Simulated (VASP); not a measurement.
# Ga2SnSe (P-4m2) in VASP: a series of runs

The runs below take Ga2SnSe through relaxation of cell and atoms, with PBE.

Program: VASP 6.6.1. These are calculated values, not measurements. Logs are shortened: lines on timing, memory, paths and dates and some standing lists are left out, and cuts for length are marked.

### Step 1. The structure

It takes space group P-4m2 (No. 115, tetragonal). The conventional cell has a = 4.466 Å, b = 4.466 Å, c = 5.706 Å, α = 90.00°, β = 90.00°, γ = 90.00°. Ga (site symmetry 2mm) has 2 Sn at 2.64 Å and 2 Se at 2.66 Å as nearest neighbours. Sn (site symmetry -4m2) is surrounded by 4 Ga at 2.64 Å. Se (site symmetry -4m2) is surrounded by 4 Ga at 2.66 Å.

The cell was built by a generator and needn't be a form met in nature.

### Step 2. Relaxation of cell and atoms, PBE

Contents of INCAR:

```
SYSTEM = Ga2SnSe
ALGO = Normal ; EDIFF = 1E-6
EDIFFG = -0.01 ; ENCUT = 520
GGA = PE ; IBRION = 2
ISIF = 3 ; ISMEAR = 0
KPAR = 4 ; LASPH = .TRUE.
LCHARG = .FALSE. ; LREAL = .FALSE.
LWAVE = .FALSE. ; NELM = 120
NSW = 90 ; PREC = Accurate
SIGMA = 0.1
```

Contents of KPOINTS:

```
k-points
0
G
  8 8 6
  0 0 0
```

Contents of POSCAR:

```
Ga2SnSe
1.0
    4.4660000000      0.0000000000      0.0000000000
    0.0000000000      4.4660000000      0.0000000000
    0.0000000000      0.0000000000      5.7060000000
Ga Sn Se
2 1 1
Direct
    0.0000000000      0.5000000000      0.2539432200
    0.5000000000      0.0000000000      0.7460567800
    0.5000000000      0.5000000000      0.5000000000
    0.0000000000      0.0000000000      0.0000000000
```

Potentials or basis: VASP PAW PBE potentials, release 64 (Ga_d, Sn_d, Se).

Command:

```
$ cat potpaw_PBE.64/Ga_d/POTCAR potpaw_PBE.64/Sn_d/POTCAR potpaw_PBE.64/Se/POTCAR > POTCAR
$ mpirun -np 4 vasp_std > vasp.out
```

OUTCAR:

```text
SYSTEM = Ga2SnSe
   EDIFF = 1E-6
   EDIFFG = -0.01
   ENCUT = 520
   GGA = PE
   IBRION = 2
   ISIF = 3
   ISMEAR = 0
   LASPH = .TRUE.
   LREAL = .FALSE.
   NELM = 120
   NSW = 90
   PREC = Accurate

 ion  position               nearest neighbor table
   1  0.000  0.500  0.254-   3 2.64   3 2.64   4 2.66   4 2.66
   2  0.500  0.000  0.746-   3 2.64   3 2.64   4 2.66   4 2.66
   3  0.500  0.500  0.500-   1 2.64   2 2.64   2 2.64   1 2.64
   4  0.000  0.000  0.000-   1 2.66   2 2.66   1 2.66   2 2.66

  LATTYP: Found a simple tetragonal cell.
 ALAT       =     4.4660000000
 C/A-ratio  =     1.2776533811

  Lattice vectors:

 A1 = (   4.4660000000,   0.0000000000,   0.0000000000)
 A2 = (   0.0000000000,   4.4660000000,   0.0000000000)
 A3 = (   0.0000000000,   0.0000000000,   5.7060000000)

Analysis of symmetry for initial positions (statically):
=====================================================================
 Subroutine PRICEL returns:
 Original cell was already a primitive cell.

 Routine SETGRP: Setting up the symmetry group for a
 simple tetragonal supercell.

 Subroutine GETGRP returns: Found  8 space group operations
 (whereof  8 operations were pure point group operations)
 out of a pool of 16 trial point group operations.

The static configuration has the point symmetry D_2d.

Analysis of symmetry for dynamics (positions and initial velocities):
=====================================================================
 Subroutine PRICEL returns:
 Original cell was already a primitive cell.

 Routine SETGRP: Setting up the symmetry group for a
 simple tetragonal supercell.

 Subroutine GETGRP returns: Found  8 space group operations
 (whereof  8 operations were pure point group operations)
 out of a pool of 16 trial point group operations.

The dynamic configuration has the point symmetry D_2d.

 Subroutine INISYM returns: Found  8 space group operations
 (whereof  8 operations are pure point group operations),
 and found     1 'primitive' translations

----------------------------------------------------------------------------------------

                                     Primitive cell

  volume of cell :     113.8071

[... 113 lines left out ...]
  volume/ion in A,a.u.               =      28.45       192.00
  Fermi-wavevector in a.u.,A,eV,Ry     =   1.210425  2.287371 19.934270  1.465127
  Thomas-Fermi vector in A             =   2.345972
   LORBIT       =      0    0 simple, 1 ext, 2 COOP (PROOUT), +10 PAW based schemes
   GGA     = PE    functional components
   LHFCALC =     F    Hartree Fock is set to
   AEXX    =    0.0000 exact exchange contribution
   IVDW    =     0    specifies the selected vdW correction
   LEPSILON=     F    determine dielectric tensor
   LRPA    =     F    only Hartree local field effects (RPA)
 conjugate gradient relaxation of ions
 non-spin polarized calculation
 Gauss-broadening in eV      SIGMA  =   0.10
  energy-cutoff  :      520.00
  volume of cell :      113.81
 maximum number of plane-waves:      3097
 NGX is ok and might be reduce to    36
   NGX = 17   NGY = 17   NGZ = 21

--------------------------------------- Ionic step        1  -------------------------------------------

 number of electron      45.9999974 magnetization

 Free energy of the ion-electron system (eV)
  ---------------------------------------------------
  ext. energy  EPLUGINS =         0.00000000
  ---------------------------------------------------
  free energy    TOTEN  =       -13.87591049 eV

  energy without entropy =      -13.87408064  energy(sigma->0) =      -13.87499557

------------------------ aborting loop because EDIFF is reached ----------------------------------------

  FORCE on cell =-STRESS in cart. coord.  units (eV):
  Direction    XX          YY          ZZ          XY          YZ          ZX
  --------------------------------------------------------------------------------------
  -------------------------------------------------------------------------------------
  Total       -0.1290747     -0.1290747      0.1610859      0.0000000      0.0000000      0.0000000
  in kB       -1.8171159     -1.8171159      2.2677699      0.0000000      0.0000000      0.0000000
  external PRESSURE =      -0.4554873 kB  Pullay stress =       0.0000000 kB
[... 95 lines left out ...]
  FREE ENERGIE OF THE ION-ELECTRON SYSTEM (eV)
  ---------------------------------------------------
  free  energy   TOTEN  =       -13.8798070643 eV

  energy  without entropy=      -13.8784071820  energy(sigma->0) =      -13.87910712

[... ionic steps 4 to 7 ...]

--------------------------------------- Ionic step        8  -------------------------------------------

 number of electron      45.9999965 magnetization

------------------------ aborting loop because EDIFF is reached ----------------------------------------
[... 71 lines left out ...]
--------------------------------------- Ionic step       10  -------------------------------------------

 number of electron      45.9999965 magnetization

 Free energy of the ion-electron system (eV)
  ---------------------------------------------------
  ext. energy  EPLUGINS =         0.00000000
  ---------------------------------------------------
  free energy    TOTEN  =       -13.88024697 eV

  energy without entropy =      -13.87880611  energy(sigma->0) =      -13.87952654

 E-fermi :   3.5878     XC(G=0):  -8.9059

 val. band max:        3.5046483743   @ k =   0.2500   0.0000   0.0000
 cond. band min:       3.6217134249   @ k =   0.1250   0.0000   0.0000
 fundamental gap:      0.1170650506
 Fermi energy:         3.5878421871

 k-point     1 :       0.0000    0.0000    0.0000
  band No.  band energies     occupation
      1     -17.2551      2.00000
      2     -17.2220      2.00000
      3     -17.2220      2.00000
      4     -17.1971      2.00000
      5     -17.1899      2.00000
      6     -11.4386      2.00000
[... 709 lines left out ...]
     26       6.6015      0.00000
     27       7.5225      0.00000

 [... further k-points ...]

------------------------ aborting loop because EDIFF is reached ----------------------------------------

  FORCE on cell =-STRESS in cart. coord.  units (eV):
  Direction    XX          YY          ZZ          XY          YZ          ZX
  --------------------------------------------------------------------------------------
  -------------------------------------------------------------------------------------
  Total       -0.0190015     -0.0190015      0.0395579      0.0000000      0.0000000      0.0000000
  in kB       -0.2672100     -0.2672100      0.5562837      0.0000000      0.0000000      0.0000000
  external PRESSURE =       0.0072879 kB  Pullay stress =       0.0000000 kB
[... 19 lines left out ...]
  FREE ENERGIE OF THE ION-ELECTRON SYSTEM (eV)
  ---------------------------------------------------
  free  energy   TOTEN  =       -13.8802469721 eV

  energy  without entropy=      -13.8788061134  energy(sigma->0) =      -13.87952654

 reached required accuracy - stopping structural energy minimisation
```

OSZICAR:

```text
N       E                     dE             d eps       ncg     rms          rms(c)
DAV:   1     0.349456004483E+03    0.34946E+03   -0.23300E+04  3248   0.254E+03
DAV:   2     0.332154904658E+02   -0.31624E+03   -0.31046E+03  3366   0.536E+02
[... 72 lines left out ...]
   9 F= -.13880192E+02 E0= -.13879488E+02  d E =-.329501E-03
       N       E                     dE             d eps       ncg     rms          rms(c)
DAV:   1    -0.138803407772E+02   -0.14852E-03   -0.90728E-03  3782   0.662E-01    0.701E-02
DAV:   2    -0.138802878655E+02    0.52912E-04   -0.31155E-04  4338   0.194E-01    0.421E-02
DAV:   3    -0.138802455066E+02    0.42359E-04   -0.50290E-05  4114   0.902E-02    0.249E-03
DAV:   4    -0.138802471043E+02   -0.15978E-05   -0.20005E-05  3354   0.447E-02    0.228E-03
DAV:   5    -0.138802469721E+02    0.13228E-06   -0.54270E-07  1807   0.893E-03
  10 F= -.13880247E+02 E0= -.13879527E+02  d E =-.545668E-04
```

CONTCAR:

```text
Ga2SnSe
   1.00000000000000
     4.4495810022669851    0.0000000000000000    0.0000000000000000
     0.0000000000000000    4.4495810022669851    0.0000000000000000
    -0.0000000000000000    0.0000000000000000    5.7545144289427652
  Ga              Sn              Se
     2     1     1
Direct
     0.0000000000000000    0.5000000000000000    0.2574336416701405
     0.5000000000000000    1.0000000000000000    0.7425663583298597
     0.5000000000000000    0.5000000000000000    0.5000000000000000
     0.0000000000000000    0.0000000000000000    0.0000000000000000

  0.00000000E+00  0.00000000E+00  0.00000000E+00
  0.00000000E+00  0.00000000E+00  0.00000000E+00
  0.00000000E+00  0.00000000E+00  0.00000000E+00
  0.00000000E+00  0.00000000E+00  0.00000000E+00
```

Run time: 1.8 min. Hardware: 4 MPI ranks of Intel Xeon Platinum 8559C (Emerald Rapids), shared host; peak memory 0.36 GiB.

Results:

| Property | Result |
| --- | --- |
| Free energy | -13.8802 eV |
| Relaxed volume | 28.48 Å³/atom |
| Relaxed cell | a = 4.450 Å, b = 4.450 Å, c = 5.755 Å, α = 90.00°, β = 90.00°, γ = 90.00° |
| Space group after relaxing (to 0.05 Å) | P-4m2 (No. 115) |
| Energy gained by relaxing | 1.1 meV/atom |
| Ionic steps | 10 |
| Pressure after relaxing | 0.0 GPa |
| Largest force after relaxing | 0.006 eV/Å |
| Band gap on the k mesh | none (metal or under the smearing width) |

Forces in eV/Å, atoms in the order of the input:
```
Ga   0.000  0.000 -0.006
Ga   0.000  0.000  0.006
Sn   0.000  0.000  0.000
Se   0.000  0.000  0.000
```

The path:
| step | energy change (eV) | largest force (eV/Å) | pressure (GPa) | volume (Å³) |
| --- | --- | --- | --- | --- |
| 1 | 0.0000 | 0.1491 | -0.05 | 113.81 |
| 2 | -0.0024 | 0.0937 | 0.03 | 113.67 |
| 3 | -0.0039 | 0.0130 | 0.15 | 113.49 |
| 4 | -0.0040 | 0.0063 | 0.19 | 113.45 |
| 5 | -0.0043 | 0.0187 | -0.06 | 114.15 |
| 6 | -0.0043 | 0.0125 | -0.05 | 113.96 |
| 7 | -0.0043 | 0.0110 | 0.07 | 113.89 |
| 8 | -0.0043 | 0.0147 | -0.04 | 113.94 |
| 9 | -0.0043 | 0.0119 | 0.02 | 113.92 |
| 10 | -0.0043 | 0.0058 | 0.00 | 113.93 |

Final structure:
```
Ga Sn Se
1.0
     4.44958    0.00000    0.00000
     0.00000    4.44958    0.00000
     0.00000    0.00000    5.75451
Ga Sn Se
2 1 1
Cartesian
  0.0000 2.2248 1.4814
  2.2248 4.4496 4.2731
  2.2248 2.2248 2.8773
  0.0000 0.0000 0.0000
```

Levels at points of the mesh, in eV from the Fermi level:
| k point | band 19 | band 20 | band 21 | band 22 | band 23 | band 24 | band 25 | band 26 | band 27 |
| --- | --- | --- | --- | --- | --- | --- | --- | --- | --- |
| (0.00, 0.00, 0.00) | -3.32 | -3.32 | -0.89 | -0.69 | 0.07 | 0.07 | 1.58 | 1.75 | 3.05 |
| (0.50, 0.00, 0.00) | -4.69 | -3.27 | -2.90 | -2.49 | -0.31 | 1.01 | 2.74 | 3.93 | 4.06 |
| (0.50, 0.50, 0.00) | -6.63 | -3.42 | -2.44 | -2.44 | -1.13 | 0.97 | 1.47 | 1.47 | 2.43 |
| (0.00, 0.00, 0.50) | -3.43 | -3.07 | -3.07 | -0.75 | -0.75 | 0.35 | 1.36 | 3.23 | 3.33 |
| (0.50, 0.00, 0.50) | -5.83 | -2.85 | -1.88 | -0.69 | -0.27 | -0.16 | 1.45 | 3.43 | 4.09 |
| (0.50, 0.50, 0.50) | -6.46 | -3.81 | -3.22 | -3.22 | -2.08 | 3.43 | 3.43 | 3.52 | 3.90 |

### Step 3. Relaxation of cell and atoms, PBE

Contents of INCAR:

```
SYSTEM = Ga2SnSe
ALGO = Normal ; EDIFF = 1E-7
EDIFFG = -0.005 ; ENCUT = 520
GGA = PE ; IBRION = 2
ISIF = 3 ; ISMEAR = 0
KPAR = 4 ; LASPH = .TRUE.
LCHARG = .FALSE. ; LREAL = .FALSE.
LWAVE = .FALSE. ; NELM = 120
NSW = 60 ; POTIM = 0.3
PREC = Accurate ; SIGMA = 0.1
```

KPOINTS is that of step 2.

Contents of POSCAR:

```
Ga2SnSe                                 
1.0
    4.4495810023      0.0000000000      0.0000000000
    0.0000000000      4.4495810023      0.0000000000
   -0.0000000000      0.0000000000      5.7545144289
  Ga              Sn              Se            
     2     1     1
Direct
     0.0000000000000000    0.5000000000000000    0.2574336416701405
     0.5000000000000000    1.0000000000000000    0.7425663583298597
     0.5000000000000000    0.5000000000000000    0.5000000000000000
     0.0000000000000000    0.0000000000000000    0.0000000000000000
```

Potentials or basis: VASP PAW PBE potentials, release 64 (Ga_d, Sn_d, Se).

Command:

```
$ cat potpaw_PBE.64/Ga_d/POTCAR potpaw_PBE.64/Sn_d/POTCAR potpaw_PBE.64/Se/POTCAR > POTCAR
$ mpirun -np 4 vasp_std > vasp.out
```

OUTCAR:

```text
SYSTEM = Ga2SnSe
   EDIFF = 1E-7
   EDIFFG = -0.005
   ENCUT = 520
   GGA = PE
   IBRION = 2
   ISIF = 3
   ISMEAR = 0
   LASPH = .TRUE.
   LREAL = .FALSE.
   NELM = 120
   NSW = 60
   POTIM = 0.3
   PREC = Accurate

 ion  position               nearest neighbor table
   1  0.000  0.500  0.257-   3 2.63   3 2.63   4 2.67   4 2.67
   2  0.500  0.000  0.743-   3 2.63   3 2.63   4 2.67   4 2.67
   3  0.500  0.500  0.500-   1 2.63   2 2.63   2 2.63   1 2.63
   4  0.000  0.000  0.000-   1 2.67   2 2.67   1 2.67   2 2.67

  LATTYP: Found a simple tetragonal cell.
 ALAT       =     4.4495810023
 C/A-ratio  =     1.2932710801

  Lattice vectors:

 A1 = (   4.4495810023,   0.0000000000,   0.0000000000)
 A2 = (   0.0000000000,   4.4495810023,   0.0000000000)
 A3 = (   0.0000000000,   0.0000000000,   5.7545144289)

[... 339 lines left out ...]
  ---------------------------------------------------
  free energy    TOTEN  =       -13.88034017 eV

  energy without entropy =      -13.87881190  energy(sigma->0) =      -13.87957603

 E-fermi :   3.5927     XC(G=0):  -8.9037

 val. band max:        3.5125440659   @ k =   0.2500   0.0000   0.0000
 cond. band min:       3.6275108860   @ k =   0.1250   0.0000   0.0000
 fundamental gap:      0.1149668201
 Fermi energy:         3.5926899035

 k-point     1 :       0.0000    0.0000    0.0000
  band No.  band energies     occupation
      1     -17.2552      2.00000
      2     -17.2223      2.00000
      3     -17.2223      2.00000
      4     -17.1974      2.00000
      5     -17.1900      2.00000
      6     -11.4409      2.00000
[... 709 lines left out ...]
     26       6.5983      0.00000
     27       7.5330      0.00000

 [... further k-points ...]

------------------------ aborting loop because EDIFF is reached ----------------------------------------

  FORCE on cell =-STRESS in cart. coord.  units (eV):
  Direction    XX          YY          ZZ          XY          YZ          ZX
  --------------------------------------------------------------------------------------
  -------------------------------------------------------------------------------------
  Total       -0.0153078     -0.0153078     -0.0046701      0.0000000      0.0000000     -0.0000000
  in kB       -0.2151810     -0.2151810     -0.0656482      0.0000000      0.0000000     -0.0000000
  external PRESSURE =      -0.1653367 kB  Pullay stress =       0.0000000 kB
[... 19 lines left out ...]
  FREE ENERGIE OF THE ION-ELECTRON SYSTEM (eV)
  ---------------------------------------------------
  free  energy   TOTEN  =       -13.8803401666 eV

  energy  without entropy=      -13.8788119024  energy(sigma->0) =      -13.87957603

 reached required accuracy - stopping structural energy minimisation
```

Run time: 65 s. Hardware: 4 MPI ranks of Intel Xeon Platinum 8559C (Emerald Rapids), shared host; peak memory 0.37 GiB.

Results:

```yaml
Free_energy: -13.8803 eV
Relaxed_volume: 28.49 Å³/atom
Relaxed_cell: a = 4.446 Å, b = 4.446 Å, c = 5.766 Å, α = 90.00°, β = 90.00°, γ = 90.00°
Space_group_after_relaxing_to_0.05_Å: P-4m2 (No. 115)
Energy_gained_by_relaxing: 0.0 meV/atom
Ionic_steps: 5
Pressure_after_relaxing: 0.0 GPa
Band_gap_on_the_k_mesh: none (metal or under the smearing width)
```

Final structure:
```
Ga Sn Se
1.0
     4.44600    0.00000    0.00000
     0.00000    4.44600    0.00000
     0.00000    0.00000    5.76606
Ga Sn Se
2 1 1
Direct
  0.00000 0.50000 0.25725
  0.50000 0.00000 0.74275
  0.50000 0.50000 0.50000
  0.00000 0.00000 0.00000
```

Levels at points of the mesh, in eV from the Fermi level:
```tsv
k point	band 20	band 21	band 22	band 23	band 24	band 25	band 26	band 27
(0.00, 0.00, 0.00)	-3.33	-0.90	-0.70	0.07	0.07	1.57	1.75	3.05
(0.50, 0.00, 0.00)	-3.28	-2.90	-2.51	-0.30	1.00	2.74	3.92	4.05
(0.50, 0.50, 0.00)	-3.43	-2.45	-2.45	-1.14	0.96	1.46	1.46	2.41
(0.00, 0.00, 0.50)	-3.08	-3.08	-0.74	-0.74	0.35	1.36	3.23	3.31
(0.50, 0.00, 0.50)	-2.86	-1.89	-0.70	-0.28	-0.15	1.45	3.43	4.06
(0.50, 0.50, 0.50)	-3.82	-3.23	-3.23	-2.08	3.41	3.41	3.50	3.88
```
